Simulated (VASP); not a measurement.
Method: PBEsol GGA, VASP's PBE PAW potentials (set 64) (plane waves; VASP).

VASP ran on this input.

**INCAR**
```
SYSTEM=Y(TiGa2)2
PREC=Accurate; ENCUT=300; LREAL=.False.
LASPH=.True.
EDIFF=1E-6; NELM=100; ALGO=Normal
LMAXMIX=4
ISMEAR=0; SIGMA=0.136
GGA=PS
ISIF=2
LWAVE=.False.; LCHARG=.False.
```

**KPOINTS**
```
Automatic mesh
0
Gamma
5 5 5
0 0 0
```

File POSCAR:
```
Y(TiGa2)2
1
   -3.3929240000     3.3929240000     2.7404560000
    3.3929240000    -3.3929240000     2.7404560000
    3.3929240000     3.3929240000    -2.7404560000
Y Ti Ga
1 2 4
Direct
  0.0000000000   0.0000000000   0.0000000000
  0.7500000000   0.2500000000   0.5000000000
  0.2500000000   0.7500000000   0.5000000000
  0.3034900000   0.6965100000   0.0000000000
  0.6965100000   0.3034900000   0.0000000000
  0.6965100000   0.6965100000   0.3930200000
  0.3034900000   0.3034900000   0.6069800000
```

POTCAR, in this order: Y_sv Ti_sv Ga_d (PBE.64 set). Program: vasp_std.

At this cut-off the stress carries a Pulay error, which pulls relaxed volumes low.

Q: Estimate the energy per atom (σ→0), pressure, band gap (on the k-mesh).

A: 
```yaml
energy per atom (σ→0): -564.7 kJ/mol of atoms
band gap (on the k-mesh): none (metal, semimetal or under 0.01 eV)
pressure: -4.94 GPa
```

**OSZICAR**
```
...
DAV:  10    -0.409953216162E+02    0.95654E-02   -0.81905E-02  2400   0.133E+00    0.447E-01
DAV:  11    -0.409948801724E+02    0.44144E-03   -0.90240E-03  2496   0.532E-01    0.229E-01
DAV:  12    -0.409945725109E+02    0.30766E-03   -0.20616E-03  2632   0.177E-01    0.353E-02
DAV:  13    -0.409945570257E+02    0.15485E-04   -0.16678E-04  2560   0.583E-02    0.152E-02
DAV:  14    -0.409945618553E+02   -0.48296E-05   -0.29894E-05  2460   0.172E-02    0.202E-02
DAV:  15    -0.409945608335E+02    0.10218E-05   -0.36838E-06  1872   0.872E-03    0.397E-03
DAV:  16    -0.409945606891E+02    0.14440E-06   -0.14329E-06  1524   0.438E-03
   1 F= -.40994561E+02 E0= -.40967598E+02  d E =-.539257E-01
```

The structure comes from a computed database's Ga4Ti2Y entry (I4/mmm); how it stands against other phases isn't given here. The cell was not relaxed at this level. The electron count is odd and the run is not spin-polarised, which forces a metal.
